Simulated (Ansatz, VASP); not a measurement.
**ZrZn22 (ZrZn22 (Fd-3m)) in two plane-wave programs**

Aim: how closely do two programs agree when they are given the same cell, functional and k mesh? The structure shown is the start of the Ansatz relaxation below; VASP solves that cell, so the two are compared at the walk's first step.

Calculated with Ansatz 0.2.0; plane waves, with VASP 6.6.1 beside it; single point at PBEsol.

### 1. Set-up

The cell holds 46 atoms: 2 Zr and 44 Zn. Its edges and angles: a = 9.850 Å, b = 9.850 Å, c = 9.850 Å, α = 60.0°, β = 60.0°, γ = 60.0°.

### 2. Ansatz: relaxation, PBEsol

Ansatz runs on its default PAW (the set named soft_2) files.

The two programs are compared at the cell with which this relaxation starts, whose forces are those of its first step.

input.yaml

```yaml
crystal:
  lattice:
    - [0.0, 6.9649021, 6.9649021]
    - [6.9649021, 0.0, 6.9649021]
    - [6.9649021, 6.9649021, 0.0]
  atoms:
    - { symbol: Zr, position: [0.25, 0.25, 0.25] }
    - { symbol: Zr, position: [0.0, 0.0, 0.0] }
    - { symbol: Zn, position: [0.625, 0.125, 0.625] }
    - { symbol: Zn, position: [0.625, 0.625, 0.125] }
    - { symbol: Zn, position: [0.125, 0.625, 0.625] }
    - { symbol: Zn, position: [0.625, 0.625, 0.625] }
    - { symbol: Zn, position: [0.125, 0.625, 0.125] }
    - { symbol: Zn, position: [0.125, 0.125, 0.625] }
    - { symbol: Zn, position: [0.625, 0.125, 0.125] }
    - { symbol: Zn, position: [0.125, 0.125, 0.125] }
    - { symbol: Zn, position: [0.88947716, 0.88947716, 0.61052284] }
    - { symbol: Zn, position: [0.63947716, 0.36052284, 0.36052284] }
    - { symbol: Zn, position: [0.36052284, 0.63947716, 0.63947716] }
    - { symbol: Zn, position: [0.63947716, 0.63947716, 0.36052284] }
    - { symbol: Zn, position: [0.63947716, 0.36052284, 0.63947716] }
    - { symbol: Zn, position: [0.36052284, 0.63947716, 0.36052284] }
    - { symbol: Zn, position: [0.61052284, 0.88947716, 0.61052284] }
    - { symbol: Zn, position: [0.61052284, 0.88947716, 0.88947716] }
    - { symbol: Zn, position: [0.88947716, 0.61052284, 0.61052284] }
    - { symbol: Zn, position: [0.88947716, 0.61052284, 0.88947716] }
    - { symbol: Zn, position: [0.36052284, 0.36052284, 0.63947716] }
    - { symbol: Zn, position: [0.61052284, 0.61052284, 0.88947716] }
    - { symbol: Zn, position: [0.44440023, 0.18242589, 0.92877365] }
    - { symbol: Zn, position: [0.80559977, 0.80559977, 0.06757411] }
    - { symbol: Zn, position: [0.06757411, 0.32122635, 0.80559977] }
    - { symbol: Zn, position: [0.80559977, 0.32122635, 0.80559977] }
    - { symbol: Zn, position: [0.32122635, 0.80559977, 0.06757411] }
    - { symbol: Zn, position: [0.32122635, 0.80559977, 0.80559977] }
    - { symbol: Zn, position: [0.06757411, 0.80559977, 0.80559977] }
    - { symbol: Zn, position: [0.92877365, 0.18242589, 0.44440023] }
    - { symbol: Zn, position: [0.44440023, 0.18242589, 0.44440023] }
    - { symbol: Zn, position: [0.18242589, 0.44440023, 0.92877365] }
    - { symbol: Zn, position: [0.44440023, 0.44440023, 0.92877365] }
    - { symbol: Zn, position: [0.18242589, 0.92877365, 0.44440023] }
    - { symbol: Zn, position: [0.92877365, 0.44440023, 0.18242589] }
    - { symbol: Zn, position: [0.44440023, 0.44440023, 0.18242589] }
    - { symbol: Zn, position: [0.44440023, 0.92877365, 0.44440023] }
    - { symbol: Zn, position: [0.06757411, 0.80559977, 0.32122635] }
    - { symbol: Zn, position: [0.80559977, 0.80559977, 0.32122635] }
    - { symbol: Zn, position: [0.80559977, 0.32122635, 0.06757411] }
    - { symbol: Zn, position: [0.80559977, 0.06757411, 0.32122635] }
    - { symbol: Zn, position: [0.32122635, 0.06757411, 0.80559977] }
    - { symbol: Zn, position: [0.80559977, 0.06757411, 0.80559977] }
    - { symbol: Zn, position: [0.92877365, 0.44440023, 0.44440023] }
    - { symbol: Zn, position: [0.18242589, 0.44440023, 0.44440023] }
    - { symbol: Zn, position: [0.44440023, 0.92877365, 0.18242589] }
basis:
  ecutwfc: 420
  xc_grid: 2
hamiltonian:
  xc: pbesol
kpoints:
  mp_grid: { grid: [5, 5, 5] }
scf:
  occupations: { method: fermi_dirac, width: 0.05 }
  max_iter: 150
output:
  forces: true
  stress: true
relax:
  f_tol: 0.01
  max_steps: 60
  cell: {}
checkpoint:
  write: "../pbesol.run"
  compress: false
  write_wavefunctions: false
  write_every: 100000
```

The run is started by

```console
$ ansatz run input.yaml --threads 8 --pin off --max-ram 13189MiB --backend cpu --events-out ev --progress --plain --runs-dir out
```

Numbers of over 12 decimals in the logs are rounded to 6 here.

The program printed:

```text
Engine: ansatz 0.2.0, x86_64-unknown-linux-gnu
Pseudopotentials: kind: paw
Pseudopotential: Zr, paw, valence charge 12, recommended cutoff 420 eV (normal), Zr.paw.azcp
Pseudopotential: Zn, paw, valence charge 12, recommended cutoff 420 eV (normal), Zn.paw.azcp
Functional definition: PBEsol
  exchange = pbesol_x
  correlation = pbesol_c
Crystal: 46 atoms, lattice volume = 675.733 Å³
Basis set: ecut = 420 eV, 13323 PW (Γ), exchange–correlation on 144×144×144 points (8 copies of the dense FFT grid, shifted against one another)
Bands: 332, of which v1, the nominal top of the filled ones, is band 276 counted from 1 (275 counted from 0)
Symmetry: 48 space group operations
Space group: Fd-3m (ITA 227), of the structure as read, at distance tolerance 8.8e-5 Å
k-points: 10 of 125
Non-local potential: Zr, projectors of the file, l = 0: 3, l = 1: 2, l = 2: 2, l = 3: 2
Non-local potential: Zn, projectors of the file, l = 0: 2, l = 1: 2, l = 2: 3, l = 3: 1
PAW form: soft (Blöchl's): semilocal exchange-correlation on the pseudo side does not see the compensation charge
PAW frozen core: Zr, regenerated for the run's functional, and the local potential with it (the file was generated under x = pbe(κ = 0.804, μ = 0.219515), c = pbe(β = 0.066725))
PAW frozen core: Zn, regenerated for the run's functional, and the local potential with it (the file was generated under x = pbe(κ = 0.804, μ = 0.219515), c = pbe(β = 0.066725))
PAW one-centre angular grid: Zr, 590 points (default); XC on 64 Gauss nodes
PAW one-centre angular grid: Zn, 590 points (default); XC on 64 Gauss nodes
Initial density: superposition of atomic densities (neutral atoms: chi_scale 0, normalization atom), corrected by the library's trained network
Initial wavefunctions: pseudopotential atomic-orbital guess
Functional: x = pbesol(κ = 0.804, μ = 0.123457), c = pbesol(β = 0.046)
SCF iter   1: F=—  HF=-152620.512787 eV  |F-HF|=—  |Δ(HF+E_count)|=         —  Δρ=6.84e-3  dr2=1.15e0  ethr=1.77e-3  ⟨swp⟩=6.0  Hψ=14061  notcnv=0  defer=154
preconditioner: auto → Kerker (q_TF=auto, 2.638 Å⁻¹)  [metal: Δε(μ)=0.099 eV  Ē_g=10.838 eV  σ=0.050 eV  W_gap=0.44  n_scr=180 (ndim 8)  ℏωp=33.4 eV  f_vac=0.000  D(μ)=5.44/eV (n_scr^D=14)]
SCF iter   2: F=—  HF=-152620.422055 eV  |F-HF|=—  |Δ(HF+E_count)|=   9.07e-2  Δρ=2.69e-3  dr2=3.94e-1  ethr=2.08e-4  ⟨swp⟩=2.0  Hψ=3950  notcnv=0  defer=401
SCF iter   3: F=—  HF=-152620.388613 eV  |F-HF|=—  |Δ(HF+E_count)|=   3.34e-2  Δρ=2.23e-3  dr2=1.28e-1  ethr=7.15e-5  ⟨swp⟩=3.0  Hψ=5714  notcnv=0  defer=401
SCF iter   4: F=—  HF=-152620.371435 eV  |F-HF|=—  |Δ(HF+E_count)|=   1.72e-2  Δρ=4.20e-4  dr2=5.37e-3  ethr=2.33e-5  ⟨swp⟩=2.2  Hψ=3846  notcnv=0  defer=401
SCF iter   5: F=—  HF=-152620.370995 eV  |F-HF|=—  |Δ(HF+E_count)|=   4.40e-4  Δρ=1.87e-4  dr2=3.36e-4  ethr=9.74e-7  ⟨swp⟩=2.0  Hψ=5671  notcnv=0  defer=401
SCF iter   6: F=—  HF=-152620.370921 eV  |F-HF|=—  |Δ(HF+E_count)|=   7.40e-5  Δρ=1.03e-4  dr2=5.80e-5  ethr=6.08e-8  ⟨swp⟩=2.0  Hψ=5579  notcnv=0  defer=401
SCF iter   7: F=—  HF=-152620.371255 eV  |F-HF|=—  |Δ(HF+E_count)|=   3.34e-4  Δρ=4.77e-5  dr2=2.62e-5  ethr=1.05e-8  ⟨swp⟩=2.0  Hψ=5956  notcnv=0  defer=401
SCF iter   8: F=—  HF=-152620.371250 eV  |F-HF|=—  |Δ(HF+E_count)|=   4.91e-6  Δρ=1.71e-5  dr2=5.07e-6  ethr=4.75e-9  ⟨swp⟩=2.0  Hψ=5547  notcnv=0  defer=401
SCF iter   9: F=—  HF=-152620.371249 eV  |F-HF|=—  |Δ(HF+E_count)|=   1.20e-6  Δρ=3.76e-6  dr2=2.64e-7  ethr=9.19e-10  ⟨swp⟩=2.0  Hψ=4133  notcnv=0  defer=401
SCF iter  10: F=-152620.371249 eV  HF=-152620.371249 eV  |F-HF|=1.28e-8  |Δ(HF+E_count)|=   5.83e-8  Δρ=1.06e-6  dr2=1.01e-8  ethr=1.81e-11  ⟨swp⟩=4.1  Hψ=11673  notcnv=0
SCF 1 converged in 10 iterations: F = -152620.371249 eV  dr2 = 1.01e-8
  greatest PAW one-centre occupation: 0.996 electrons in one spin orbital (limit 2), on the Zr atom at site 1 (counted from 0), in its partial waves of l = 0
relax step   1: F+E_penalty+E_count = -152620.37124915 eV  Δ(F+E_penalty+E_count) = +0.000e0 eV  max|allowed force component| = 3.740e-2 eV/Å  Δτ_max = 0.0000 Å  P = -1.714 GPa  Ω = 675.733 Å³  (10 SCF iters, dr2 threshold 1.00e-7 eV, accepted)
Crystal: 46 atoms, lattice volume = 665.721 Å³
Basis set: ecut = 420 eV, 13107 PW (Γ), exchange–correlation on 144×144×144 points (8 copies of the dense FFT grid, shifted against one another)
Initial density: handed on by an earlier stage of this run
Initial wavefunctions: those handed on with the density
iter 1 solved again at ethr=1.79e-5 eV; its pass at ethr=3.10e-3 eV (dr2=9.91e-2 eV) is discarded
SCF iter   1: F=—  HF=-152620.457289 eV  |F-HF|=—  |Δ(HF+E_count)|=         —  Δρ=2.36e-3  dr2=9.84e-2  ethr=1.79e-5  ⟨swp⟩=3.0  Hψ=13151  notcnv=0
preconditioner: auto → Kerker (q_TF=auto, 2.644 Å⁻¹)  [metal: Δε(μ)=0.052 eV  Ē_g=10.964 eV  σ=0.050 eV  W_gap=0.24  n_scr=180 (ndim 8)  ℏωp=33.7 eV  f_vac=0.000  D(μ)=6.02/eV (n_scr^D=14)]
[...]
SCF iter   7: F=-152620.439608 eV  HF=-152620.439608 eV  |F-HF|=4.07e-10  |Δ(HF+E_count)|=  7.57e-10  Δρ=1.82e-7  dr2=3.93e-10  ethr=1.00e-12  ⟨swp⟩=3.2  Hψ=14440  notcnv=0
SCF 4 converged in 7 iterations: F = -152620.439608 eV  dr2 = 3.93e-10
relax step   4: F+E_penalty+E_count = -152620.43960816 eV  Δ(F+E_penalty+E_count) = +7.727e-3 eV  max|allowed force component| = 5.669e-3 eV/Å  Δτ_max = 0.0000 Å  P = +0.018 GPa  Ω = 663.354 Å³  stress off target by 1.77e-2 GPa  SCF on the basis re-selected at this cell (its energy is not comparable with the rows above)  (7 SCF iters)
basis re-selected at this cell: Δ(F+E_penalty+E_count) = +7.727e-3 eV, ΔP = +0.000 GPa vs the last step (what re-selecting the basis moved, of the pressure what is left beyond the Pulay correction that the steps carried, after the strain that the cell walked since its last selection, with what the two solves' SCF thresholds leave and, on support functions, any second-order correction that the steps lacked; it is no m [...]
SCF converged after 7 iterations
Free energy (F): -152620.439608 eV
Harris-Foulkes:  -152620.439608 eV  (|F-HF|=4.07e-10)
Internal energy: -152620.386188 eV  (E = F + TS)
E sigma→0 (E₀):  -152620.412898 eV
Entropy (-TS):   -0.053420 eV (-1.161 meV/atom)
Fermi energy:    12.212313 eV
--- Per-component energies (eV) ---
  E_band       = 2431.279356
  E_kinetic    = 6470.893026
  E_local      = -67972.143491  (includes V_loc(G=0)·N_el)
  E_nonlocal   = 27053.895124
  E_hartree    = 28474.172439
  E_xc         = -6345.748142
  E_vxc        = -2761.035110  (∫ρ·V_xc dr)
  E_paw        = -84431.284354  (= ΣΔE_a)
  E_vpaw       = -17308.660649  (= ΣTr[D̂ρ^β])
  E_aug_tail   = -0.015594  (compensation charges beyond the density's cutoff)
  E_ewald      = -55905.570252
  E_core_change = 35.415057  (= ΣΔE_core)
  E_smearing   = -0.053420  (= −TS)
  E_closure    = -0.000000  (closes the sum)
  Σ components = -152620.439608   (vs F -152620.439608, Δ=0.00e0)
--- Forces (eV/Å), atoms counted from 1 ---
  atom   1  Zr     0.00000000    -0.00000000    -0.00000000
  atom   2  Zr     0.00000000     0.00000000     0.00000000
  atom   3  Zn    -0.00000000     0.00000000    -0.00000000
  atom   4  Zn    -0.00000000    -0.00000000    -0.00000000
  atom   5  Zn    -0.00000000    -0.00000000    -0.00000000
  atom   6  Zn    -0.00000000     0.00000000     0.00000000
  atom   7  Zn    -0.00000000    -0.00000000     0.00000000
  atom   8  Zn    -0.00000000     0.00000000    -0.00000000
  atom   9  Zn     0.00000000     0.00000000    -0.00000000
  atom  10  Zn    -0.00000000     0.00000000    -0.00000000
  atom  11  Zn     0.00000000     0.00000000    -0.00566905
  atom  12  Zn     0.00566905    -0.00000000    -0.00000000
  atom  13  Zn    -0.00566905    -0.00000000    -0.00000000
  atom  14  Zn    -0.00000000    -0.00000000    -0.00566905
  atom  15  Zn    -0.00000000    -0.00566905    -0.00000000
  atom  16  Zn    -0.00000000     0.00566905     0.00000000
  atom  17  Zn     0.00000000     0.00566905     0.00000000
  atom  18  Zn    -0.00566905     0.00000000     0.00000000
  atom  19  Zn     0.00566905     0.00000000     0.00000000
  atom  20  Zn     0.00000000    -0.00566905     0.00000000
  atom  21  Zn    -0.00000000    -0.00000000     0.00566905
  atom  22  Zn     0.00000000    -0.00000000     0.00566905
  atom  23  Zn     0.00058840    -0.00001499     0.00001499
  atom  24  Zn    -0.00001499    -0.00001499     0.00058840
[...]
atom  39  Zn     0.00001499     0.00001499     0.00058840
  atom  40  Zn    -0.00058840    -0.00001499     0.00001499
  atom  41  Zn    -0.00058840     0.00001499    -0.00001499
  atom  42  Zn    -0.00001499     0.00001499    -0.00058840
  atom  43  Zn    -0.00001499     0.00058840    -0.00001499
  atom  44  Zn    -0.00058840    -0.00001499    -0.00001499
  atom  45  Zn    -0.00058840     0.00001499     0.00001499
  atom  46  Zn     0.00058840     0.00001499    -0.00001499
  max |Σ_I F_I| component: 1.69e-17 eV/Å
--- Stress (GPa, compression-positive) ---
        0.017740      -0.000000      -0.000000
       -0.000000       0.017740      -0.000000
       -0.000000      -0.000000       0.017740
  P = ⅓ Tr σ = 0.0177 GPa (0.177 kbar)
--- Relaxed structure (3 steps of the walk, 3 accepted, 1 SCFs on fresh bases) ---
  F+E_penalty+E_count = -152620.43960816 eV   max|allowed force component| = 5.669e-3 eV/Å   (the final SCF, on the basis selected at the relaxed cell)
  cell:  # Å, volume = 663.3542 Å³
    - [0, 6.922110, 6.922110]
    - [6.922110, 0, 6.922110]
    - [6.922110, 6.922110, 0]
  atoms:
    - { symbol: Zr, position: [0.25, 0.25, 0.25] }
    - { symbol: Zr, position: [0, 0, 0] }
    - { symbol: Zn, position: [0.625000, 0.125, 0.625000] }
    - { symbol: Zn, position: [0.625000, 0.625000, 0.125] }
    - { symbol: Zn, position: [0.125, 0.625000, 0.625000] }
    - { symbol: Zn, position: [0.625000, 0.625000, 0.625000] }
    - { symbol: Zn, position: [0.125, 0.625000, 0.125000] }
    - { symbol: Zn, position: [0.125, 0.125, 0.625000] }
    - { symbol: Zn, position: [0.625000, 0.125, 0.125000] }
    - { symbol: Zn, position: [0.125, 0.125, 0.125] }
    - { symbol: Zn, position: [0.889071, 0.889071, 0.610929] }
    - { symbol: Zn, position: [0.639071, 0.360929, 0.360929] }
    - { symbol: Zn, position: [0.360929, 0.639071, 0.639071] }
    - { symbol: Zn, position: [0.639071, 0.639071, 0.360929] }
    - { symbol: Zn, position: [0.639071, 0.360929, 0.639071] }
    - { symbol: Zn, position: [0.360929, 0.639071, 0.360929] }
    - { symbol: Zn, position: [0.610929, 0.889071, 0.610929] }
    - { symbol: Zn, position: [0.610929, 0.889071, 0.889071] }
    - { symbol: Zn, position: [0.889071, 0.610929, 0.610929] }
    - { symbol: Zn, position: [0.889071, 0.610929, 0.889071] }
    - { symbol: Zn, position: [0.360929, 0.360929, 0.639071] }
    - { symbol: Zn, position: [0.610929, 0.610929, 0.889071] }
    - { symbol: Zn, position: [0.444432, 0.182543, 0.928592] }
    - { symbol: Zn, position: [0.805568, 0.805568, 0.067457] }
    - { symbol: Zn, position: [0.067457, 0.321408, 0.805568] }
    - { symbol: Zn, position: [0.805568, 0.321408, 0.805568] }
[...]
- { symbol: Zn, position: [0.805568, 0.805568, 0.321408] }
    - { symbol: Zn, position: [0.805568, 0.321408, 0.067457] }
    - { symbol: Zn, position: [0.805568, 0.067457, 0.321408] }
    - { symbol: Zn, position: [0.321408, 0.067457, 0.805568] }
    - { symbol: Zn, position: [0.805568, 0.067457, 0.805568] }
    - { symbol: Zn, position: [0.928592, 0.444432, 0.444432] }
    - { symbol: Zn, position: [0.182543, 0.444432, 0.444432] }
    - { symbol: Zn, position: [0.444432, 0.928592, 0.182543] }
```

[end of part 1 of 2]

[Lines on the potential files, build, host, timing and source positions are cut from VASP's logs without a mark.]

[Logs are printed without paths, hosts, clocks, repeated set-up lines and the standing remarks that a program may print on its own settings, such as how far it seeks lower states.]

[Hosts, paths, dates, database ids (printed as entryN), source tags and the programs' standing remarks are cut or masked in the printed files.]
